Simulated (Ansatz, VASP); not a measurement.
**Cross-check of MoSeS between VASP and Ansatz**

Wanted: the spread between two codes on one cell, functional and k mesh. The structure shown is the start of the Ansatz relaxation below; VASP solves that cell, so the two are compared at the walk's first step.

Program: Ansatz 0.2.0. Level of theory: plane waves, with VASP 6.6.1 beside it; single point at PBEsol with D3(BJ). Results are calculated unless marked as measured.

### Step 1. The structure

The cell holds 6 atoms: 2 S, 2 Mo and 2 Se. Cell: a = 3.250 Å, b = 3.250 Å, c = 24.906 Å, α = 90.0°, β = 90.0°, γ = 120.0°. It derives from MoSeS. As first built, before any earlier steps moved the atoms (in the runner's words): kind sheets cut from a layered crystal; sheets 2. Vacuum lies along c.

### Step 2. Ansatz: relaxation, PBEsol with D3(BJ)

Ansatz runs on its default PAW (the set named soft_2) files.

The two programs are compared at the cell with which this relaxation starts, whose forces are those of its first step.

The input, input.yaml:

```yaml
crystal:
  lattice:
    - [3.250035626, 0.0, 0.0]
    - [-1.625017813, 2.814613415, 0.0]
    - [0.0, 0.0, 24.9057049126]
  atoms:
    - { symbol: S, position: [0.333333333, 0.666666667, 0.698864175] }
    - { symbol: Mo, position: [0.666666667, 0.333333333, 0.637402679] }
    - { symbol: S, position: [0.333333333, 0.666666667, 0.575901586] }
    - { symbol: Se, position: [0.666666667, 0.333333333, 0.435943083] }
    - { symbol: Mo, position: [0.333333333, 0.666666667, 0.36854052] }
    - { symbol: Se, position: [0.666666667, 0.333333333, 0.301135825] }
kpoints:
  mp_grid: { grid: [6, 6, 1] }
scf:
  occupations: { method: fermi_dirac, width: 0.02 }
  n_extra_bands: 8
hamiltonian:
  xc: pbesol
  pseudopotentials: { kind: paw }
  dispersion: d3bj
output:
  forces: true
  write_potential: true
  volumetric_format: []
efield:
  axis: 3
  dipole_correction: true
relax:
  f_tol: 0.03
  max_steps: 45
  cell: { fix: [c, alpha, beta] }
```

Run with:

```bash
$ ansatz run input.yaml --threads 4 --pin off --max-ram 8192MiB --backend cpu --events-out ev --progress --plain --runs-dir out
```

Numbers of over 12 decimals in the logs are rounded to 6 here.

The log of the run:

```text
scf.n_extra_bands = 8 over 36 filled bands (N_el = 72.0): the run solves 44 bands
Engine: ansatz 0.2.0, aarch64-unknown-linux-gnu
Pseudopotentials: kind: paw
Pseudopotential: S, paw, valence charge 6, recommended cutoff 420 eV (normal), S.paw.azcp
Pseudopotential: Mo, paw, valence charge 14, recommended cutoff 420 eV (normal), Mo.paw.azcp
Pseudopotential: Se, paw, valence charge 16, recommended cutoff 420 eV (normal), Se.paw.azcp
Functional definition: PBEsol
  exchange = pbesol_x
  correlation = pbesol_c
Crystal: 6 atoms, lattice volume = 227.827 Å³
Basis set: ecut = 420 eV, 4535 PW (Γ), exchange–correlation on 48×48×360 points (8 copies of the dense FFT grid, shifted against one another)
Bands: 44, of which v1, the nominal top of the filled ones, is band 36 counted from 1 (35 counted from 0)
Symmetry: 6 space group operations
Space group: P3m1 (ITA 156), of the structure as read, at distance tolerance 6.1e-5 Å
k-points: 7 of 36 (time reversal used)
Non-local potential: S, projectors of the file, l = 0: 2, l = 1: 2, l = 2: 2
Non-local potential: Mo, projectors of the file, l = 0: 3, l = 1: 2, l = 2: 2, l = 3: 1
Non-local potential: Se, projectors of the file, l = 0: 2, l = 1: 2, l = 2: 3, l = 3: 1
PAW form: soft (Blöchl's): semilocal exchange-correlation on the pseudo side does not see the compensation charge
PAW frozen core: S, regenerated for the run's functional, and the local potential with it (the file was generated under x = pbe(κ = 0.804, μ = 0.219515), c = pbe(β = 0.066725))
PAW frozen core: Mo, regenerated for the run's functional, and the local potential with it (the file was generated under x = pbe(κ = 0.804, μ = 0.219515), c = pbe(β = 0.066725))
PAW frozen core: Se, regenerated for the run's functional, and the local potential with it (the file was generated under x = pbe(κ = 0.804, μ = 0.219515), c = pbe(β = 0.066725))
PAW one-centre angular grid: S, 110 points (default); XC on 64 Gauss nodes
PAW one-centre angular grid: Mo, 590 points (default); XC on 64 Gauss nodes
PAW one-centre angular grid: Se, 590 points (default); XC on 64 Gauss nodes
Initial density: superposition of atomic densities (neutral atoms: chi_scale 0, normalization atom), corrected by the library's trained network
Initial wavefunctions: pseudopotential atomic-orbital guess
Functional: x = pbesol(κ = 0.804, μ = 0.123457), c = pbesol(β = 0.046)
SCF iter   1: F=—  HF=-22419.927960 eV  |F-HF|=—  |Δ(HF+E_count)|=         —  Δρ=4.74e-3  dr2=9.39e-2  ethr=1.77e-3  p=-0.030 e·Å  D=-2.38e-2 V/Å  ΔV_dip=0.59 eV  dr2_dipole=6.42e-3  V_vac-E_F(+/−)=5.22/4.63 eV  ⟨swp⟩=10.7  Hψ=1402  notcnv=0
efield: sawtooth ramp at fractional position 0.9500 (placed from the atoms, in the widest stretch of the axis that holds none; the zero of the levels goes with the place), width 0.1000; the density the first Hamiltonian is built on has a dipole p = -0.030 e·Å; the dipole correction subtracts the counter field D = -2.38e-2 V/Å, which shifts the + side's vacuum level by +0.59 eV against the − side's; the planar-averaged density in the ramp window peaks in size at 4.3e-5 e/Å³
preconditioner: auto → Resta (q_TF=auto, 2.252 Å⁻¹)  ε∞=4.5  [insulator: Δε(μ)=0.892 eV  Ē_g=7.865 eV  σ=0.020 eV  W_gap=1.00  n_scr=34 (ndim 8)  ℏωp=14.8 eV  f_vac=0.479  D(μ)=0.00/eV (n_scr^D=0)  ε∞_Penn≈4.5  vacuum switching on, ρ_ref=4.5e-3 e/Å³]
SCF iter   2: F=—  HF=-22419.923085 eV  |F-HF|=—  |Δ(HF+E_count)|=   4.87e-3  Δρ=2.70e-3  dr2=3.49e-2  ethr=1.30e-4  p=-0.012 e·Å  D=-9.72e-3 V/Å  ΔV_dip=0.24 eV  dr2_dipole=4.80e-4  V_vac-E_F(+/−)=5.17/4.93 eV  ⟨swp⟩=2.9  Hψ=529  notcnv=0  defer=19
SCF iter   3: F=—  HF=-22419.921393 eV  |F-HF|=—  |Δ(HF+E_count)|=   1.69e-3  Δρ=1.58e-3  dr2=4.44e-3  ethr=4.85e-5  p=-0.014 e·Å  D=-1.11e-2 V/Å  ΔV_dip=0.28 eV  dr2_dipole=5.45e-4  V_vac-E_F(+/−)=5.15/4.88 eV  ⟨swp⟩=2.0  Hψ=389  notcnv=0  defer=19
SCF iter   4: F=—  HF=-22419.922202 eV  |F-HF|=—  |Δ(HF+E_count)|=   8.09e-4  Δρ=4.54e-4  dr2=6.89e-4  ethr=6.16e-6  p=-0.006 e·Å  D=-4.94e-3 V/Å  ΔV_dip=0.12 eV  dr2_dipole=2.89e-5  V_vac-E_F(+/−)=5.07/4.95 eV  ⟨swp⟩=2.0  Hψ=435  notcnv=0  defer=19
SCF iter   5: F=—  HF=-22419.922242 eV  |F-HF|=—  |Δ(HF+E_count)|=   3.97e-5  Δρ=1.41e-4  dr2=1.39e-4  ethr=9.57e-7  p=-0.006 e·Å  D=-4.62e-3 V/Å  ΔV_dip=0.12 eV  dr2_dipole=5.56e-5  V_vac-E_F(+/−)=5.07/4.95 eV  ⟨swp⟩=2.0  Hψ=398  notcnv=0  defer=19
SCF iter   6: F=—  HF=-22419.922229 eV  |F-HF|=—  |Δ(HF+E_count)|=   1.22e-5  Δρ=5.92e-5  dr2=1.66e-5  ethr=1.93e-7  p=-0.004 e·Å  D=-3.51e-3 V/Å  ΔV_dip=0.09 eV  dr2_dipole=6.15e-7  V_vac-E_F(+/−)=5.05/4.96 eV  ⟨swp⟩=2.0  Hψ=361  notcnv=0  defer=19
SCF iter   7: F=—  HF=-22419.922095 eV  |F-HF|=—  |Δ(HF+E_count)|=   1.35e-4  Δρ=2.76e-5  dr2=3.61e-6  ethr=2.31e-8  p=-0.004 e·Å  D=-3.22e-3 V/Å  ΔV_dip=0.08 eV  dr2_dipole=5.24e-8  V_vac-E_F(+/−)=5.04/4.96 eV  ⟨swp⟩=2.0  Hψ=416  notcnv=0  defer=19
[...]
SCF 6 converged in 9 iterations: F = -22420.146968 eV  dr2 = 4.69e-7
[...]
SCF iter   3: F=—  HF=-22420.146352 eV  |F-HF|=—  |Δ(HF+E_count)|=   1.70e-6  Δρ=3.11e-5  dr2=1.52e-5  ethr=1.25e-9  p=-0.008 e·Å  D=-6.29e-3 V/Å  ΔV_dip=0.16 eV  dr2_dipole=4.72e-6  V_vac-E_F(+/−)=4.79/4.63 eV  ⟨swp⟩=3.0  Hψ=485  notcnv=0  recentre
SCF iter   4: F=—  HF=-22420.146350 eV  |F-HF|=—  |Δ(HF+E_count)|=   1.62e-6  Δρ=8.93e-6  dr2=6.03e-7  ethr=1.25e-9  p=-0.008 e·Å  D=-6.55e-3 V/Å  ΔV_dip=0.16 eV  dr2_dipole=2.96e-7  V_vac-E_F(+/−)=4.79/4.63 eV  ⟨swp⟩=3.0  Hψ=471  notcnv=0
SCF iter   5: F=—  HF=-22420.146350 eV  |F-HF|=—  |Δ(HF+E_count)|=   6.16e-8  Δρ=5.65e-6  dr2=6.16e-8  ethr=8.37e-10  p=-0.008 e·Å  D=-6.49e-3 V/Å  ΔV_dip=0.16 eV  dr2_dipole=1.00e-8  V_vac-E_F(+/−)=4.79/4.63 eV  ⟨swp⟩=2.0  Hψ=350  notcnv=0
SCF iter   6: F=—  HF=-22420.146350 eV  |F-HF|=—  |Δ(HF+E_count)|=   6.60e-9  Δρ=3.59e-6  dr2=8.16e-8  ethr=8.55e-11  p=-0.008 e·Å  D=-6.50e-3 V/Å  ΔV_dip=0.16 eV  dr2_dipole=1.12e-9  V_vac-E_F(+/−)=4.79/4.63 eV  ⟨swp⟩=3.0  Hψ=426  notcnv=0
SCF iter   7: F=—  HF=-22420.146350 eV  |F-HF|=—  |Δ(HF+E_count)|=   4.06e-9  Δρ=1.44e-6  dr2=2.16e-9  ethr=8.55e-11  p=-0.008 e·Å  D=-6.50e-3 V/Å  ΔV_dip=0.16 eV  dr2_dipole=1.18e-10  V_vac-E_F(+/−)=4.79/4.63 eV  ⟨swp⟩=2.0  Hψ=363  notcnv=0
SCF iter   8: F=—  HF=-22420.146350 eV  |F-HF|=—  |Δ(HF+E_count)|=  4.95e-10  Δρ=7.25e-7  dr2=6.10e-10  ethr=3.00e-12  p=-0.008 e·Å  D=-6.50e-3 V/Å  ΔV_dip=0.16 eV  dr2_dipole=2.49e-14  V_vac-E_F(+/−)=4.79/4.63 eV  ⟨swp⟩=2.3  Hψ=522  notcnv=0
SCF iter   9: F=—  HF=-22420.146350 eV  |F-HF|=—  |Δ(HF+E_count)|=  1.09e-10  Δρ=2.64e-7  dr2=1.06e-10  ethr=1.00e-12  p=-0.008 e·Å  D=-6.50e-3 V/Å  ΔV_dip=0.16 eV  dr2_dipole=1.01e-11  V_vac-E_F(+/−)=4.79/4.63 eV  ⟨swp⟩=2.0  Hψ=420  notcnv=0
SCF iter  10: F=-22420.146350 eV  HF=-22420.146350 eV  |F-HF|=3.27e-11  |Δ(HF+E_count)|=  7.28e-12  Δρ=8.68e-8  dr2=7.29e-12  ethr=1.00e-12  p=-0.008 e·Å  D=-6.50e-3 V/Å  ΔV_dip=0.16 eV  dr2_dipole=2.24e-13  V_vac-E_F(+/−)=4.79/4.63 eV  ⟨swp⟩=8.7  Hψ=1673  notcnv=0
SCF 7 converged in 10 iterations: F = -22420.146350 eV  dr2 = 7.29e-12
relax step   7: F+E_penalty+E_count = -22420.14635023 eV  Δ(F+E_penalty+E_count) = +6.178e-4 eV  max|allowed force component| = 1.841e-2 eV/Å  Δτ_max = 0.0000 Å  P = +0.018 GPa  Ω = 216.744 Å³  fix = [c, alpha, beta]  reactions: c +0.005 GPa  stress off target by 2.45e-2 GPa on what of the cell is left free  SCF on the basis re-selected at this cell (its energy is not comparable with the rows above)  (10 SCF iters)
basis re-selected at this cell: Δ(F+E_penalty+E_count) = +6.178e-4 eV, ΔP = +0.001 GPa vs the last step (what re-selecting the basis moved, of the pressure what is left beyond the Pulay correction that the steps carried, after the strain that the cell walked since its last selection, with what the two solves' SCF thresholds leave and, on support functions, any second-order correction that the steps lacked; it is no m [...]
SCF converged after 10 iterations
Free energy (F): -22420.146350 eV
Harris-Foulkes:  -22420.146350 eV  (|F-HF|=3.27e-11)
Internal energy: -22420.146350 eV  (E = F + TS)
E sigma→0 (E₀):  -22420.146350 eV
Fermi energy:    4.080773 eV
Dipole field:    D = -0.006495 V/Å  (p = -0.007780 e·Å, saw-weighted, corrected)
Work function:   Φ+ = 4.7902 eV   Φ− = 4.6284 eV
Levels:          The Fermi level and band energies are counted from a zero that moves with the ramp; work functions are not
--- Per-component energies (eV) ---
  E_band       = -1558.910599
  E_kinetic    = 1340.277429
  E_local      = -77289.537623  (includes V_loc(G=0)·N_el)
  E_nonlocal   = -838.362280
  E_hartree    = 37963.339874
  E_xc         = -767.562497
  E_vxc        = -832.924404  (∫ρ·V_xc dr)
  E_paw        = -11191.730355  (= ΣΔE_a)
  E_vpaw       = 135.315018  (= ΣTr[D̂ρ^β])
  E_aug_tail   = -0.001125  (compensation charges beyond the density's cutoff)
  E_efield     = 0.000025  (sawtooth field / dipole correction)
  E_vefield    = -0.357174  (∫n·V_field dr)
  E_ewald      = 28362.964902
  E_disp       = -2.094098  (pairwise vdW)
  E_core_change = 2.559398  (= ΣΔE_core)
  E_smearing   = -0.000000  (= −TS)
  E_closure    = -0.000000  (closes the sum)
  Σ components = -22420.146350   (vs F -22420.146350, Δ=0.00e0)
--- Forces (eV/Å), atoms counted from 1 ---
  atom   1  S      0.00000000     0.00000000     0.00456348
  atom   2  Mo     0.00000000     0.00000000    -0.00554727
  atom   3  S     -0.00000000     0.00000000    -0.00840880
  atom   4  Se     0.00000000    -0.00000000     0.01838862
  atom   5  Mo    -0.00000000     0.00000000     0.00941492
  atom   6  Se     0.00000000    -0.00000000    -0.01840977
  max |Σ_I F_I| component: 1.19e-6 eV/Å
--- Stress (GPa, compression-positive) ---
        0.024483       0.000000      -0.000000
        0.000000       0.024483       0.000000
       -0.000000       0.000000       0.005071
  P = ⅓ Tr σ = 0.0180 GPa (0.180 kbar)
--- Band table (eV; the first three rows and the last of 7) ---
  k-point 0: bands = [... 32 lower, 2.5740, 2.5740, 2.6446, 3.6481, 5.6546, 5.6546, 5.9561, 5.9561, ... 4 higher]
  k-point 1: bands = [... 32 lower, 1.9657, 2.4255, 2.5775, 2.9516, 5.3064, 5.4797, 5.5356, 5.7707, ... 4 higher]
  k-point 2: bands = [... 32 lower, 1.5701, 1.8861, 2.2879, 2.7818, 5.1107, 5.1571, 5.5952, 5.7731, ... 4 higher]
  k-point 6: bands = [... 32 lower, 0.8949, 1.1455, 2.8109, 3.4594, 4.5275, 5.3898, 5.4791, 6.2601, ... 4 higher]
--- Relaxed structure (6 steps of the walk, 5 accepted, 1 SCFs on fresh bases) ---
  F+E_penalty+E_count = -22420.14635023 eV   max|allowed force component| = 1.841e-2 eV/Å   (the final SCF, on the basis selected at the relaxed cell)
  cell:  # Å, volume = 216.7440 Å³
    - [3.169996, 0.0, 0]
    - [-1.584998, 2.745297, 0]
    - [0, 0, 24.9057049126]
  atoms:
    - { symbol: S, position: [0.333333, 0.666667, 0.686070] }
    - { symbol: Mo, position: [0.666667, 0.333333, 0.624077] }
    - { symbol: S, position: [0.333333, 0.666667, 0.562034] }
    - { symbol: Se, position: [0.666667, 0.333333, 0.449875] }
    - { symbol: Mo, position: [0.333333, 0.666667, 0.381853] }
    - { symbol: Se, position: [0.666667, 0.333333, 0.313879] }
```

(Continued in part 2 of 2.)

[Lines on the potential files, build, host, timing and source positions are cut from VASP's logs without a mark.]

[Logs are printed without paths, hosts, clocks, repeated set-up lines and the standing remarks that a program may print on its own settings, such as how far it seeks lower states.]

[Hosts, paths, dates, database ids (printed as entryN), source tags and the programs' standing remarks are cut or masked in the printed files.]
